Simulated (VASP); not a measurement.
Output of a VASP run:

File OSZICAR:
```
       N       E                     dE             d eps       ncg     rms          rms(c)
DAV:   1     0.120732627027E+04    0.12073E+04   -0.54075E+04  2200   0.170E+03
DAV:   2    -0.324584089788E+02   -0.12398E+04   -0.12098E+04  2319   0.564E+02
DAV:   3    -0.896476001533E+02   -0.57189E+02   -0.55645E+02  2835   0.112E+02
DAV:   4    -0.907867094753E+02   -0.11391E+01   -0.11270E+01  2641   0.132E+01
DAV:   5    -0.908056968435E+02   -0.18987E-01   -0.18951E-01  2563   0.172E+00    0.599E+01
DAV:   6    -0.872594356273E+02    0.35463E+01   -0.11574E+01  2515   0.171E+01    0.194E+01
DAV:   7    -0.868970718559E+02    0.36236E+00   -0.96275E-01  2667   0.479E+00    0.444E+00
DAV:   8    -0.868463176930E+02    0.50754E-01   -0.11078E-01  2479   0.129E+00    0.503E-01
DAV:   9    -0.868454427465E+02    0.87495E-03   -0.59060E-03  2569   0.311E-01    0.272E-01
DAV:  10    -0.868453229473E+02    0.11980E-03   -0.66118E-04  2700   0.172E-01    0.875E-02
DAV:  11    -0.868453301963E+02   -0.72490E-05   -0.16019E-05  2482   0.228E-02    0.260E-02
DAV:  12    -0.868453289708E+02    0.12255E-05   -0.46077E-06  2397   0.136E-02    0.476E-03
DAV:  13    -0.868453290004E+02   -0.29568E-07   -0.13528E-07  1529   0.197E-03
   1 F= -.67422431E+02 E0= -.67422399E+02  d E =-.674224E+02
```

### OUTCAR
```
------------------------ aborting loop because EDIFF is reached ----------------------------------------
  FORCE on cell =-STRESS in cart. coord.  units (eV):
  Direction    XX          YY          ZZ          XY          YZ          ZX
  --------------------------------------------------------------------------------------
  Total       19.4036241     19.4036241     19.4036241      0.0000000      0.0000000      0.0000000
  in kB      299.7023048    299.7023048    299.7023048      0.0000000      0.0000000      0.0000000
  external PRESSURE =      -0.2976952 kB  Pullay stress =     300.0000000 kB
  volume of cell :      103.73
      direct lattice vectors                 reciprocal lattice vectors
     4.698592534  0.000000000  0.000000000     0.212829692  0.000000000  0.000000000
     0.000000000  4.698592534  0.000000000     0.000000000  0.212829692  0.000000000
     0.000000000  0.000000000  4.698592534     0.000000000  0.000000000  0.212829692
 POSITION                                       TOTAL-FORCE (eV/Angst)
 -----------------------------------------------------------------------------------
      2.34930      2.34930      2.34930        -0.000000     -0.000000     -0.000000
      0.00000      0.00000      0.00000        -0.000000     -0.000000     -0.000000
      1.17465      0.00000      2.34930        -0.000000     -0.000000     -0.000000
      2.34930      1.17465      0.00000         0.000000     -0.000000      0.000000
      2.34930      3.52394      0.00000         0.000000     -0.000000      0.000000
      3.52394      0.00000      2.34930         0.000000      0.000000      0.000000
      0.00000      2.34930      3.52394        -0.000000     -0.000000     -0.000000
      0.00000      2.34930      1.17465        -0.000000      0.000000      0.000000
 -----------------------------------------------------------------------------------
    total drift:                                0.000000      0.000000     -0.000000
  FREE ENERGIE OF THE ION-ELECTRON SYSTEM (eV)
  ---------------------------------------------------
  free  energy   TOTEN  =       -86.8453290004 eV

  energy  without entropy=      -86.8452332552  energy(sigma->0) =      -86.84529709
  enthalpy is  TOTEN    =       -67.4224311973 eV   P V=       19.4228978031

 reached required accuracy - stopping structural energy minimisation
```
(Selected blocks of OUTCAR.)

### POSCAR
```
Mo3Si
1
    4.6985925338    -0.0000000000     0.0000000000
   -0.0000000000     4.6985925338    -0.0000000000
   -0.0000000000    -0.0000000000     4.6985925338
Si Mo
2 6
Direct
  0.5000000000   0.5000000000   0.5000000000
  1.0000000000   1.0000000000   1.0000000000
  0.2500000000   0.0000000000   0.5000000000
  0.5000000000   0.2500000000   1.0000000000
  0.5000000000   0.7500000000   0.0000000000
  0.7500000000   0.0000000000   0.5000000000
  0.0000000000   0.5000000000   0.7500000000
  0.0000000000   0.5000000000   0.2500000000
```

Problem. Write an INCAR and KPOINTS that could have produced this output.

Solution. This is not unique; one that fits is the input of the run itself, LDA (Ceperley-Alder, Perdew-Zunger), plane waves, VASP's LDA PAW potentials (set 64).

### KPOINTS
```
Automatic mesh
0
Gamma
7 7 7
0 0 0
```

**INCAR**
```
LMAXMIX  =  4
NSW  =  40   # most ionic steps
ALGO  =  Normal   # blocked Davidson
EDIFFG  =  -0.02
LASPH  =  .TRUE.
LCHARG  =  .FALSE.
PSTRESS  =  300   # kbar
SIGMA  =  0.1   # width (eV)
SYSTEM  =  Mo3Si
LREAL  =  .FALSE.   # projection in real space or not
ENCUT  =  500
PREC  =  Accurate
ISIF  =  3   # ions, shape and volume
IBRION  =  2   # conjugate gradients
EDIFF  =  1E-6   # SCF stop (eV)
LWAVE  =  .FALSE.
ISMEAR  =  1   # Methfessel-Paxton
NELM  =  100   # most electronic steps
```

POTCAR, in this order: Si Mo_sv (LDA.64 set). Program: vasp_std.

The compound is Mo3Si in the A15 structure. It was relaxed first under an external pressure of 30 GPa.
